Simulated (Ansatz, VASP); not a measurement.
# WC (Qusongite): VASP beside Ansatz

One calculation is typed for both programs; each brings its own data sets. How far apart do they land? The cell is taken from a series of runs on this material, whose earlier steps may have relaxed, scaled, displaced or heated it; both programs get it as it stands.

Program: Ansatz 0.2.0. Level of theory: plane waves, with VASP 6.6.1 beside it; zone-centre phonons at LDA. Results are calculated unless marked as measured.

### 1. Starting point

It takes space group P-6m2 (No. 187, hexagonal). Conventional cell: a = 2.913 Å, b = 2.913 Å, c = 2.802 Å, α = 90.00°, β = 90.00°, γ = 120.00°. Nearest to C lie 6 W at 2.19 Å. Nearest to W lie 6 C at 2.19 Å. Farther neighbours are not listed.

### 2. Ansatz: zone-centre phonons, LDA

Ansatz runs on its PAW soft_1 files.

Second derivatives magnify differences that forces hide, and they need a tight electronic threshold.

input.yaml

```yaml
crystal:
  lattice:
    - [2.9127685752, 0.0, 0.0]
    - [-1.4563842876, 2.5225315815, 0.0]
    - [0.0, 0.0, 2.8020081216]
  atoms:
    - { symbol: C, position: [0.6666666667, 0.3333333333, 0.5] }
    - { symbol: W, position: [0.0, 0.0, 0.0] }
kpoints:
  mp_grid: { grid: [18, 18, 16] }
hamiltonian:
  xc: lda
  pseudopotentials: { kind: paw, azcp: { folder: soft_1 }, xc_functional: pbe }
scf:
  occupations: { method: methfessel_paxton, width: 0.2 }
output:
  eigenvalues: true
phonons:
  method: dfpt
```

Command:

```bash
$ ansatz run input.yaml --threads 4 --pin off --max-ram 10240MiB --backend cpu --events-out ev --progress --plain --runs-dir out
```

Numbers of over 12 decimals in the logs are rounded to 6 here.

Log:

```text
zone centre: on kpoints.mp_grid the ground state, and the responses unless they are solved on pairs of k-points, stand on 819 of the mesh's 5184 k-points, reduced under 4 symmetry operations, with k and −k counted as one. Each operation leaves every solved displacement unchanged or reverses it
Engine: ansatz 0.2.0, aarch64-unknown-linux-gnu
Pseudopotentials: kind: paw
Pseudopotential: C, paw, valence charge 4, recommended cutoff 420 eV (normal), soft_1/C.paw.azcp
Pseudopotential: W, paw, valence charge 14, recommended cutoff 420 eV (normal), soft_1/W.paw.azcp
Functional definition: SPW92
  exchange = slater_x
  correlation = pw_c
Crystal: 2 atoms, lattice volume = 20.588 Å³
Basis set: ecut = 420 eV, 405 PW (Γ), exchange–correlation on 40×40×40 points (8 copies of the dense FFT grid, shifted against one another)
Bands: 13, of which v1, the nominal top of the filled ones, is band 9 counted from 1 (8 counted from 0)
Symmetry: 12 space group operations
k-points: 819 of 5184 (irreducible under 4 space group operations, time reversal used)
Non-local potential: C, projectors of the file, l = 0: 2, l = 1: 2, l = 2: 1
Non-local potential: W, projectors of the file, l = 0: 3, l = 1: 2, l = 2: 2, l = 3: 1
PAW form: soft (Blöchl's): semilocal exchange-correlation on the pseudo side does not see the compensation charge
PAW frozen core: C, regenerated for the run's functional, and the local potential with it (the file was generated under x = pbe(κ = 0.804, μ = 0.219515), c = pbe(β = 0.066725))
PAW frozen core: W, regenerated for the run's functional, and the local potential with it (the file was generated under x = pbe(κ = 0.804, μ = 0.219515), c = pbe(β = 0.066725))
PAW one-centre angular grid: C, 110 points (default); XC on 64 Gauss nodes
PAW one-centre angular grid: W, 590 points (default); XC on 64 Gauss nodes
Initial density: superposition of atomic densities (chi_scale 0.1, normalization cell, long waves kept (reshape's long-wave potential 0.00 eV rms))
Initial wavefunctions: pseudopotential atomic-orbital guess
Functional: x = slater, c = lda
SCF iter   1: F=—  HF=-10375.419136 eV  |F-HF|=—  |Δ(HF+E_count)|=         —  Δρ=1.33e-1  dr2=4.88e0  ethr=3.10e-3  ⟨swp⟩=5.0  Hψ=53049  notcnv=0
preconditioner: auto → none  [metal: Δε(μ)=0.040 eV  Ē_g=10.803 eV  σ=0.200 eV  W_gap=0.17  n_scr=8 (ndim 8)  ℏωp=25.9 eV  f_vac=0.000  D(μ)=0.21/eV (n_scr^D=0)  sad-step TF]
SCF iter   2: F=—  HF=-10374.804448 eV  |F-HF|=—  |Δ(HF+E_count)|=   6.15e-1  S|Δr|=    0.00e0  Δρ=9.32e-2  dr2=2.47e0  ethr=3.10e-3  ⟨swp⟩=2.0  Hψ=20306  notcnv=0
SCF iter   3: F=—  HF=-10374.168905 eV  |F-HF|=—  |Δ(HF+E_count)|=   6.36e-1  S|Δr|=    0.00e0  Δρ=7.36e-3  dr2=1.01e-2  ethr=3.10e-3  ⟨swp⟩=2.2  Hψ=18249  notcnv=0
SCF iter   4: F=—  HF=-10374.168355 eV  |F-HF|=—  |Δ(HF+E_count)|=   5.50e-4  S|Δr|=    0.00e0  Δρ=1.08e-3  dr2=9.65e-5  ethr=5.63e-5  ⟨swp⟩=1.1  Hψ=17075  notcnv=0
SCF iter   5: F=—  HF=-10374.168423 eV  |F-HF|=—  |Δ(HF+E_count)|=   6.80e-5  S|Δr|=    0.00e0  Δρ=1.53e-4  dr2=2.34e-6  ethr=5.36e-7  ⟨swp⟩=2.2  Hψ=16405  notcnv=0
SCF iter   6: F=—  HF=-10374.168424 eV  |F-HF|=—  |Δ(HF+E_count)|=   4.18e-7  S|Δr|=    0.00e0  Δρ=1.90e-5  dr2=3.18e-8  ethr=1.30e-8  ⟨swp⟩=2.5  Hψ=17482  notcnv=0
SCF iter   7: F=—  HF=-10374.168423 eV  |F-HF|=—  |Δ(HF+E_count)|=   3.01e-7  S|Δr|=    0.00e0  Δρ=2.63e-6  dr2=1.23e-9  ethr=1.77e-10  ⟨swp⟩=2.2  Hψ=15457  notcnv=0
SCF iter   8: F=—  HF=-10374.168423 eV  |F-HF|=—  |Δ(HF+E_count)|=  4.60e-10  S|Δr|=    0.00e0  Δρ=4.97e-7  dr2=2.60e-11  ethr=6.81e-12  ⟨swp⟩=2.4  Hψ=16445  notcnv=0
SCF iter   9: F=-10374.168423 eV  HF=-10374.168423 eV  |F-HF|=1.82e-12  |Δ(HF+E_count)|=  7.28e-12  S|Δr|=    0.00e0  Δρ=7.18e-8  dr2=3.47e-13  ethr=1.00e-12  ⟨swp⟩=5.1  Hψ=40291  notcnv=0
SCF 1 converged in 9 iterations: F = -10374.168423 eV  dr2 = 3.47e-13
  greatest PAW one-centre occupation: 0.999 electrons in one spin orbital (limit 2), on the W atom at site 1 (counted from 0), in its partial waves of l = 0
DFPT response loops at Γ: preconditioner auto → Kerker (q_TF=auto, 2.668 Å⁻¹) (partly filled bands, converged f_vac=0.000); β = 1.00, the filter's whole step (`scf.mixing.beta` (0.50) is not read by the response loops under this deck's `scf.mixing.preconditioner`; to damp them name `kerker` or `kerker_dos`, under which they read `scf.mixing.beta`, and type it under 1.00, their step now; both keys bind the ground state too); Broyden in place of MSR1
SCF converged after 9 iterations
Stability not checked: this state was not tested for a lower state beside it, because cold or Methfessel-Paxton smearing, or corrected tetrahedra, fill the levels in a way that the test cannot read (fill_not_monotonic; see scf.lower_state_search)
Free energy (F): -10374.168423 eV
Harris-Foulkes:  -10374.168423 eV  (|F-HF|=1.82e-12)
Internal energy: -10374.167708 eV  (E = F + TS)
E sigma→0 (E₀):  -10374.168244 eV
Entropy (-TS):   -0.000715 eV (-0.358 meV/atom)
Fermi energy:    20.305659 eV
--- Per-component energies (eV) ---
  E_band       = -63.176332
  E_kinetic    = 510.647653
  E_local      = -604.594065  (includes V_loc(G=0)·N_el)
  E_nonlocal   = 3.944258
  E_hartree    = 246.723083
  E_xc         = -314.036777
  E_vxc        = -291.154490  (∫ρ·V_xc dr)
  E_paw        = -8416.641723  (= ΣΔE_a)
  E_vpaw       = -175.466007  (= ΣTr[D̂ρ^β])
  E_aug_tail   = 0.000160  (compensation charges beyond the density's cutoff)
  E_ewald      = -1800.556381
  E_core_change = 0.346082  (= ΣΔE_core)
  E_smearing   = -0.000715  (= −TS)
  E_closure    = 0.000000  (closes the sum)
  Σ components = -10374.168423   (vs F -10374.168423, Δ=0.00e0)
--- Band table (eV; the first three rows and the last of 819) ---
  k-point 0: bands = [... 5 lower, 15.9502, 16.8189, 16.8189, 20.5472, 23.5485, 23.5485, 25.9897, 25.9897]
  k-point 1: bands = [... 5 lower, 15.9213, 16.8640, 16.8640, 20.5167, 23.1808, 23.1808, 26.2174, 26.2174]
  k-point 2: bands = [... 5 lower, 15.7786, 16.9956, 16.9956, 20.5235, 22.4126, 22.4126, 26.5366, 26.5366]
  k-point 818: bands = [... 5 lower, 13.8460, 14.5082, 18.3555, 19.0780, 25.4296, 25.7516, 26.3410, 29.9225]
--- Phonons (Γ-DFPT): 4 representative perturbations + reference, on 819 of 5184 k-points (Σ response iterations 12) ---
  k mesh reduced under 4 symmetry operations, with k and −k counted as one. Each operation leaves every solved displacement unchanged or reverses it
  ASR residual: 5.122e-5 → 0.000e0 eV/Å²; symmetrization residual: 1.083e-6 eV/Å²
  ASR residual per site (eV/Å²): 9.93e-6 5.12e-5
  Γ frequencies (cm⁻¹): 0.00 0.00 0.00 589.02 614.47 614.47
  non-analytic LO–TO correction: not included (Born effective charges unavailable; polar crystals: no LO–TO splitting at Γ)
```

### 3. VASP: zone-centre phonons, LDA

The same cell, functional (in two slightly different forms), mesh and smearing now go to VASP, with its own data sets.

Lines of VASP's logs that name or quote its potential files are left out, and so is its time.

INCAR

```
SYSTEM = WC
PREC = Accurate
ENCUT = 600
EDIFF = 1E-08
NELM = 120
ISMEAR = 1
SIGMA = 0.2
LREAL = .FALSE.
ALGO = Normal
GGA = PW92
NBANDS = 11
LASPH = .TRUE.
LORBIT = 11
LWAVE = .FALSE.
LCHARG = .FALSE.
ISIF = 2
IBRION = 8
GGA_COMPAT = .FALSE.
KPAR = 2
```

POSCAR

```
WC
1.0
    2.9127685752      0.0000000000      0.0000000000
   -1.4563842876      2.5225315815      0.0000000000
    0.0000000000      0.0000000000      2.8020081216
C W
1 1
Direct
    0.6666666667      0.3333333333      0.5000000000
    0.0000000000      1.0000000000      0.0000000000
```

KPOINTS

```
Automatic mesh
0
Gamma
18 18 16
0 0 0
```

Potentials, in the order of the species: C and W (LDA family, release 64).

Command:

```bash
$ mpirun -np 2 vasp_std
```

Log:

```text
[banner, memory and clock lines left out]
running    2 mpi-ranks, on    1 nodes
 distrk:  each k-point on    1 cores,    2 groups
 distr:  one band on    1 cores,    1 groups

 POSCAR found type information on POSCAR C W
 POSCAR found :  2 types and       2 ions
|                                                                             |
|               ----> ADVICE to this user running VASP <----                  |
|                                                                             |
|     You enforced a specific xc type in the INCAR file but a different       |
|     [... a line on the potential file left out ...]
|     I HOPE YOU KNOW WHAT YOU ARE DOING!                                     |
|                                                                             |

 LDA part: xc-table for (Slater(with rela. corr.)+PW92), standard interpolation
 POSCAR, INCAR and KPOINTS ok, starting setup
 FFT: planning ... GRIDC
 FFT: planning ... GRID_SOFT
 FFT: planning ... GRID
 WAVECAR not read
 entering main loop
       N       E                     dE             d eps       ncg     rms          rms(c)
DAV:   1     0.240401274910E+02    0.24040E+02   -0.55428E+03  7326   0.931E+02
DAV:   2    -0.260639831239E+02   -0.50104E+02   -0.47702E+02  8658   0.203E+02
DAV:   3    -0.279742942077E+02   -0.19103E+01   -0.18935E+01  8886   0.340E+01
DAV:   4    -0.279843828040E+02   -0.10089E-01   -0.10087E-01  8075   0.293E+00
DAV:   5    -0.279844167602E+02   -0.33956E-04   -0.33956E-04  8802   0.172E-01    0.341E+01
DAV:   6    -0.249439071905E+02    0.30405E+01   -0.14073E+01  8427   0.225E+01    0.105E+01
DAV:   7    -0.248552071997E+02    0.88700E-01   -0.72344E-01  7490   0.685E+00    0.824E+00
DAV:   8    -0.248103707143E+02    0.44836E-01   -0.11795E-01  8024   0.259E+00    0.255E+00
DAV:   9    -0.248030827751E+02    0.72879E-02   -0.16913E-02  7935   0.838E-01    0.105E-01
DAV:  10    -0.248029826423E+02    0.10013E-03   -0.80868E-04  8310   0.251E-01    0.153E-01
DAV:  11    -0.248029669704E+02    0.15672E-04   -0.89318E-05  8731   0.642E-02    0.791E-03
DAV:  12    -0.248029659878E+02    0.98260E-06   -0.54326E-06  8139   0.162E-02    0.911E-03
DAV:  13    -0.248029659530E+02    0.34810E-07   -0.30025E-07  8355   0.522E-03    0.133E-03
DAV:  14    -0.248029659539E+02   -0.95611E-09   -0.74835E-09  4692   0.712E-04
   1 F= -.24802966E+02 E0= -.24802668E+02  d E =-.894367E-03
 Linear response reoptimize wavefunctions to high precision
DAV:   1    -0.248029659547E+02   -0.80718E-09   -0.20540E-09  7966   0.370E-04
DAV:   2    -0.248029659547E+02    0.11141E-10   -0.15264E-11  3837   0.326E-05
 Linear response DOF=           4
 Linear response progress:
  Degree of freedom:   1/  4
       N       E                     dE             d eps       ncg     rms          rms(c)
RMM:   1    -0.120087892780E+00   -0.12009E+00    0.24487E-02 73567   0.208E+00
RMM:   2    -0.115726070792E+00    0.43618E-02   -0.23477E-03 50489   0.440E-01    0.215E-01
RMM:   3    -0.115976682252E+00   -0.25061E-03   -0.50166E-04 47899   0.150E-01    0.113E-01
RMM:   4    -0.116764077113E+00   -0.78739E-03   -0.34880E-04 48342   0.119E-01    0.257E-02
RMM:   5    -0.116734398008E+00    0.29679E-04   -0.44841E-06 52496   0.181E-02    0.107E-03
RMM:   6    -0.116746862922E+00   -0.12465E-04   -0.17293E-07 53025   0.224E-03    0.458E-04
RMM:   7    -0.116743795012E+00    0.30679E-05    0.62169E-08 53376   0.362E-04    0.738E-05
RMM:   8    -0.116743906007E+00   -0.11100E-06    0.92289E-08 55420   0.640E-05    0.291E-05
RMM:   9    -0.116743819962E+00    0.86045E-07   -0.32034E-09 55563   0.171E-05    0.461E-06
RMM:  10    -0.116743803807E+00    0.16155E-07    0.72852E-10 51876   0.540E-06    0.115E-06
RMM:  11    -0.116743800887E+00    0.29202E-08   -0.25896E-09 36742   0.372E-06    0.338E-07
 first order change of Fermi-energy   0.42620E-05
 force on displaced ion       1 direction 1 : -16.019   0.002   0.000
 Linear response progress:
  Degree of freedom:   2/  4
       N       E                     dE             d eps       ncg     rms          rms(c)
RMM:   1    -0.123640357872E+00   -0.12364E+00    0.31060E-02 25834   0.215E+00
RMM:   2    -0.119779303846E+00    0.38611E-02   -0.25861E-03 17884   0.467E-01    0.192E-01
RMM:   3    -0.119876381792E+00   -0.97078E-04   -0.82305E-04 16908   0.186E-01    0.924E-02
RMM:   4    -0.120776270785E+00   -0.89989E-03   -0.55618E-04 17284   0.141E-01    0.209E-02
RMM:   5    -0.120773942723E+00    0.23281E-05   -0.90736E-06 18370   0.224E-02    0.277E-03
RMM:   6    -0.120799726843E+00   -0.25784E-04   -0.53715E-07 18187   0.464E-03    0.499E-04
RMM:   7    -0.120799727036E+00   -0.19334E-09   -0.84201E-09 18899   0.588E-04    0.226E-04
 first order change of Fermi-energy   0.25200E-03
 force on displaced ion       1 direction 3 :   0.000   0.000 -14.589
 Linear response progress:
  Degree of freedom:   3/  4
       N       E                     dE             d eps       ncg     rms          rms(c)
RMM:   1    -0.110913719003E+00   -0.11091E+00   -0.85702E-02 64302   0.187E+00
RMM:   2    -0.108025291393E+00    0.28884E-02   -0.17631E-03 49608   0.326E-01    0.206E-01
RMM:   3    -0.107154481766E+00    0.87081E-03   -0.31104E-04 51793   0.109E-01    0.120E-01
RMM:   4    -0.106780919200E+00    0.37356E-03   -0.47338E-04 51803   0.133E-01    0.180E-02
RMM:   5    -0.106807857940E+00   -0.26939E-04    0.43053E-08 53840   0.146E-02    0.351E-03
RMM:   6    -0.106812878567E+00   -0.50206E-05   -0.80627E-08 53754   0.153E-03    0.113E-03
RMM:   7    -0.106813911546E+00   -0.10330E-05   -0.28454E-08 54150   0.681E-04    0.144E-04
RMM:   8    -0.106813212743E+00    0.69880E-06    0.53193E-08 56052   0.134E-04    0.208E-05
RMM:   9    -0.106813206096E+00    0.66471E-08   -0.41560E-10 56046   0.257E-05    0.514E-06
 first order change of Fermi-energy  -0.58089E-04
 force on displaced ion       2 direction 1 : -16.019   0.002   0.000
 Linear response progress:
  Degree of freedom:   4/  4
       N       E                     dE             d eps       ncg     rms          rms(c)
RMM:   1    -0.115499361543E+00   -0.11550E+00   -0.92943E-02 23532   0.193E+00
RMM:   2    -0.111891584839E+00    0.36078E-02   -0.21601E-03 17542   0.375E-01    0.170E-01
RMM:   3    -0.111272027541E+00    0.61956E-03   -0.21440E-04 18255   0.101E-01    0.939E-02
RMM:   4    -0.111183928176E+00    0.88099E-04   -0.35316E-04 18020   0.125E-01    0.134E-02
RMM:   5    -0.111206762006E+00   -0.22834E-04   -0.30039E-06 19053   0.125E-02    0.392E-03
RMM:   6    -0.111218543226E+00   -0.11781E-04   -0.46993E-08 18962   0.153E-03    0.121E-03
RMM:   7    -0.111221239145E+00   -0.26959E-05   -0.93438E-09 19000   0.672E-04    0.224E-04
RMM:   8    -0.111221236234E+00    0.29110E-08   -0.57064E-09 19559   0.112E-04    0.850E-05
 first order change of Fermi-energy  -0.43372E-03
 force on displaced ion       2 direction 3 :  -0.000  -0.000 -14.597
 Linear response finished
```

(Continued in part 2 of 2.)

[Lines on the potential files, build, host, timing and source positions are cut from VASP's logs without a mark.]

[Logs are printed without paths, hosts, clocks, repeated set-up lines and the standing remarks that a program may print on its own settings, such as how far it seeks lower states.]

[Hosts, paths, dates, database ids (printed as entryN), source tags and the programs' standing remarks are cut or masked in the printed files.]
